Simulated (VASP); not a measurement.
Level of theory: PBEsol GGA, VASP's PBE PAW potentials (set 64) (plane waves; VASP).

VASP ran on this input.

**INCAR**
```
SYSTEM = PbF2
PREC = Accurate; ENCUT = 400; LREAL = .False.
LASPH = .True.
EDIFF = 1E-6; NELM = 100; ALGO = Normal
LMAXMIX = 4
ISMEAR = -1; SIGMA = 0.01
GGA = PS
ISIF = 2
LWAVE = .False.; LCHARG = .False.
```

File POSCAR:
```
PbF2
1.0
  0.0000000000   2.9334690000   2.9334690000
  2.9334690000   0.0000000000   2.9334690000
  2.9334690000   2.9334690000   0.0000000000
Pb F
1 2
Direct
  0.0027710000   0.0113150000  -0.0039320000
  0.2515240000   0.2279410000   0.2641390000
  0.7457050000   0.7607440000   0.7397930000
```

### KPOINTS
```
Automatic mesh
0
Gamma
7 7 7
0 0 0
```

POTCAR, in this order: Pb_d F (PBE.64 set). Program: vasp_std.

The resulting files:

### OUTCAR
```
 ion  position               nearest neighbor table
   1  0.003  0.011  0.996-   2 2.48   2 2.49   3 2.52   3 2.52   3 2.54   2 2.55   3 2.59   2 2.65
  LATTYP: Found a face centered cubic cell.
 ALAT       =     5.8669380000
 Subroutine PRICEL returns:
 Original cell was already a primitive cell.
 Subroutine GETGRP returns: Found  1 space group operations
The static configuration has the point symmetry C_1 .
The dynamic configuration has the point symmetry C_1 .
 Subroutine INISYM returns: Found  1 space group operations
 Subroutine IBZKPT returns following result:
 Found    172 irreducible k-points:

 Following reciprocal coordinates:
            Coordinates               Weight
  0.000000  0.000000  0.000000      1.000000
  0.142857  0.000000  0.000000      2.000000
  0.000000  0.142857  0.000000      2.000000
  0.000000  0.000000  0.142857      2.000000
  0.142857  0.142857  0.142857      2.000000
  0.285714  0.000000  0.000000      2.000000
  0.000000  0.285714  0.000000      2.000000
  0.000000  0.000000  0.285714      2.000000
  0.285714  0.285714  0.285714      2.000000
  0.428571  0.000000  0.000000      2.000000
  0.000000  0.428571  0.000000      2.000000
  0.000000  0.000000  0.428571      2.000000
  0.428571  0.428571  0.428571      2.000000
  0.142857  0.142857  0.000000      2.000000
  0.000000  0.142857  0.142857      2.000000
  0.142857  0.000000  0.142857      2.000000
  0.285714  0.142857  0.000000      2.000000
  0.000000  0.285714  0.142857      2.000000
  0.142857  0.000000  0.285714      2.000000
  0.142857  0.142857 -0.142857      2.000000
  0.285714  0.142857  0.285714      2.000000
  0.142857  0.285714  0.000000      2.000000
  0.142857 -0.142857 -0.142857      2.000000
  0.285714  0.285714  0.142857      2.000000
  0.000000  0.142857  0.285714      2.000000
 -0.142857  0.142857 -0.142857      2.000000
  0.142857  0.285714  0.285714      2.000000
  0.285714  0.000000  0.142857      2.000000
  0.428571  0.142857  0.000000      2.000000
  0.000000  0.428571  0.142857      2.000000
  0.142857  0.000000  0.428571      2.000000
  0.142857  0.142857 -0.285714      2.000000
  0.428571  0.285714  0.428571      2.000000
  0.142857  0.428571  0.000000      2.000000
  0.285714 -0.142857 -0.142857      2.000000
  0.428571  0.428571  0.285714      2.000000
  0.000000  0.142857  0.428571      2.000000
 -0.142857  0.285714 -0.142857      2.000000
  0.285714  0.428571  0.428571      2.000000
  0.428571  0.000000  0.142857      2.000000
   k-points           NKPTS =    172   k-points in BZ     NKDIM =    172   number of bands    NBANDS=     18
   number of dos      NEDOS =    301   number of ions     NIONS =      3
   total plane-waves  NPLWV =  21952
   dimension x,y,z NGX =    28 NGY =   28 NGZ =   28
   dimension x,y,z NGXF=    56 NGYF=   56 NGZF=   56
   ions per type =               1   2
   PREC   = accura    normal or accurate (medium, high low for compatibility)
   ISTART =      0    job   : 0-new  1-cont  2-samecut
   ICHARG =      2    charge: 1-file 2-atom 10-const
   ISPIN  =      1    spin polarized calculation?
   LNONCOLLINEAR =      F non collinear calculations
   LSORBIT =      F    spin-orbit coupling
   INIWAV =      1    electr: 0-lowe 1-rand  2-diag
   ENCUT  =  400.0 eV  29.40 Ry    5.42 a.u.   6.77  6.77  6.77*2*pi/ulx,y,z
   NELM   =    100;   NELMIN=  2; NELMDL= -5     # of ELM steps
   EDIFF  = 0.1E-05   stopping-criterion for ELM
   LREAL  =      F    real-space projection
   NLSPLINE    = F    spline interpolate recip. space projectors
   LMAXMIX     =    4 max onsite mixed and CHGCAR
   VOSKOWN=      0    Vosko Wilk Nusair interpolation
...
```

OSZICAR:
```
       N       E                     dE             d eps       ncg     rms          rms(c)
DAV:   1     0.272008814194E+03    0.27201E+03   -0.13116E+04  6246   0.149E+03
DAV:   2     0.610740445622E+01   -0.26590E+03   -0.25677E+03  7082   0.415E+02
DAV:   3    -0.158389777885E+02   -0.21946E+02   -0.21696E+02  7262   0.137E+02
DAV:   4    -0.164369339378E+02   -0.59796E+00   -0.59731E+00  6710   0.236E+01
DAV:   5    -0.164561571066E+02   -0.19223E-01   -0.19223E-01  7066   0.422E+00    0.677E+00
DAV:   6    -0.149722903382E+02    0.14839E+01   -0.74492E+00  8074   0.238E+01    0.260E+00
DAV:   7    -0.149509834861E+02    0.21307E-01   -0.31809E-01  6268   0.388E+00    0.152E+00
DAV:   8    -0.149388646187E+02    0.12119E-01   -0.81746E-02  6206   0.352E+00    0.420E-01
DAV:   9    -0.149372274749E+02    0.16371E-02   -0.14404E-02  7204   0.975E-01    0.888E-02
DAV:  10    -0.149384800983E+02   -0.12526E-02   -0.15795E-03  6200   0.407E-01    0.224E-02
DAV:  11    -0.149384940779E+02   -0.13980E-04   -0.72973E-05  6664   0.984E-02    0.124E-02
DAV:  12    -0.149385072841E+02   -0.13206E-04   -0.41661E-05  6752   0.717E-02    0.785E-03
DAV:  13    -0.149385068686E+02    0.41549E-06   -0.88081E-06  6620   0.370E-02
   1 F= -.14938507E+02 E0= -.14938507E+02  d E =-.489367E-11
```

File OUTCAR:
```
------------------------ aborting loop because EDIFF is reached ----------------------------------------
  FORCE on cell =-STRESS in cart. coord.  units (eV):
  Direction    XX          YY          ZZ          XY          YZ          ZX
  --------------------------------------------------------------------------------------
  Total       -1.8692256     -1.8514578     -1.8491433      0.2537754      0.0586649     -0.2614732
  in kB      -59.3195418    -58.7556853    -58.6822334      8.0535168      1.8617197     -8.2978069
  external PRESSURE =     -58.9191535 kB  Pullay stress =       0.0000000 kB
  volume of cell :       50.49
      direct lattice vectors                 reciprocal lattice vectors
     0.000000000  2.933469000  2.933469000    -0.170446662  0.170446662  0.170446662
     2.933469000  0.000000000  2.933469000     0.170446662 -0.170446662  0.170446662
     2.933469000  2.933469000  0.000000000     0.170446662  0.170446662 -0.170446662
 POSITION                                       TOTAL-FORCE (eV/Angst)
 -----------------------------------------------------------------------------------
      2.95513      2.93006      0.04132        -0.033576     -0.005691     -0.098667
      1.44350      1.51268      1.40650         0.051131     -0.184530      0.223126
      4.40178      4.35766      4.41912        -0.017555      0.190221     -0.124459
 -----------------------------------------------------------------------------------
    total drift:                               -0.000584     -0.000356     -0.000642
  FREE ENERGIE OF THE ION-ELECTRON SYSTEM (eV)
  ---------------------------------------------------
  free  energy   TOTEN  =       -14.9385068686 eV

  energy  without entropy=      -14.9385068686  energy(sigma->0) =      -14.93850687
```
(Selected blocks of OUTCAR.)

File OUTCAR:
```
 val. band max:        2.1692673418   @ k =   0.1429   0.0000  -0.4286

 cond. band min:       6.4335726363   @ k =   0.0000   0.4286   0.4286


 Fermi energy:         2.3803573183

 k-point     1 :       0.0000    0.0000    0.0000
  band No.  band energies     occupation
      1     -19.1395      2.00000
      2     -18.4387      2.00000
      3     -12.2892      2.00000
      4     -12.2855      2.00000
      5     -12.2825      2.00000
      6     -12.2076      2.00000
      7     -12.2060      2.00000
      8      -2.5970      2.00000
      9      -0.6169      2.00000
     10      -0.5983      2.00000
     11      -0.5863      2.00000
     12      -0.1692      2.00000
     13      -0.0819      2.00000
     14       0.0095      2.00000
     15       8.6676      0.00000
     16       8.8618      0.00000
     17       8.9989      0.00000
     18      12.6823      0.00000

 k-point     2 :       0.1429    0.0000    0.0000
  band No.  band energies     occupation
      1     -19.0938      2.00000
      2     -18.4719      2.00000
      3     -12.2814      2.00000
      4     -12.2765      2.00000
      5     -12.2343      2.00000
      6     -12.2068      2.00000
      7     -12.2032      2.00000
      8      -2.9943      2.00000
      9      -0.7640      2.00000
     10      -0.6928      2.00000
     11      -0.5999      2.00000
     12      -0.1384      2.00000
     13      -0.0517      2.00000
     14       0.4912      2.00000
     15       8.1697      0.00000
     16       8.8559      0.00000
     17       9.1795      0.00000
     18      13.8348      0.00000

 k-point     3 :       0.0000    0.1429    0.0000
  band No.  band energies     occupation
      1     -19.0976      2.00000
      2     -18.4682      2.00000
      3     -12.2770      2.00000
      4     -12.2741      2.00000
      5     -12.2404      2.00000
      6     -12.2091      2.00000
      7     -12.2068      2.00000
      8      -2.9215      2.00000
      9      -0.7259      2.00000
...
```

At this cut-off the stress carries a Pulay error, which pulls relaxed volumes low. Unless said otherwise, spin-orbit coupling is left out, though it shifts the bands of the heavy elements here.

The structure is a typed PbF2 crystal (Fm-3m). The cell was not relaxed at this level, atoms are displaced from their ideal sites.
